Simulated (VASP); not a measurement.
An input for Quantum ESPRESSO's pw.x (written as the equivalent of a VASP run, and not itself run):

```
&CONTROL
  calculation = 'scf'
  pseudo_dir = './pseudo'
  outdir = './out'
  tprnfor = .true.
  tstress = .true.
/
&SYSTEM
  ibrav = 0
  nat = 3
  ntyp = 2
  ecutwfc = 82
  occupations = 'smearing'
  smearing = 'gaussian'
  degauss = 0.000735
  input_dft = 'pz'
/
&ELECTRONS
  conv_thr = 7.3e-08
  electron_maxstep = 100
/
ATOMIC_SPECIES
  Ca 40.078 Ca.upf
  C 12.011 C.upf
CELL_PARAMETERS angstrom
    -1.9343000    1.9343000    3.2021100
     1.9343000   -1.9343000    3.2021100
     1.9343000    1.9343000   -3.2021100
ATOMIC_POSITIONS crystal
  Ca  -0.0179150  0.0094550 -0.0030560
  C    0.6118390  0.6116580  0.0211350
  C    0.4060760  0.3788860 -0.0180800
K_POINTS automatic
  12 12 12 0 0 0
```

Question: Translate this input to VASP (INCAR, KPOINTS, POSCAR, choice of POTCAR).

Answer: Several could match; the one computed here: 
**POSCAR**
```
CaC2
1
   -1.9343000000     1.9343000000     3.2021100000
    1.9343000000    -1.9343000000     3.2021100000
    1.9343000000     1.9343000000    -3.2021100000
Ca C
1 2
Direct
 -0.0179150000   0.0094550000  -0.0030560000
  0.6118390000   0.6116580000   0.0211350000
  0.4060760000   0.3788860000  -0.0180800000
```

KPOINTS:
```
Regular mesh
0
gamma
12 12 12
0 0 0
```

INCAR:
```
SYSTEM = CaC2
PREC = Accurate
ENCUT = 400
EDIFF = 1E-6
NELM = 100
ALGO = Normal
LREAL = .FALSE.
LASPH = .TRUE.
ISMEAR = 0
SIGMA = 0.01
LWAVE = .FALSE.
LCHARG = .FALSE.
ISIF = 2
```

POTCAR, in this order: Ca_sv C (LDA.64 set). Program: vasp_std.

What does not carry over: the potentials are each code's own (VASP's PAW set, PseudoDojo norm-conserving files in pw.x), so ENCUT and ecutwfc are chosen apart and not converted; conv_thr bounds pw.x's estimated SCF error, while EDIFF bounds the energy change between steps.

The structure comes from a computed database's CaC2 entry (I4/mmm); how it stands against other phases isn't given here. The cell was not relaxed at this level, atoms are displaced from their ideal sites.
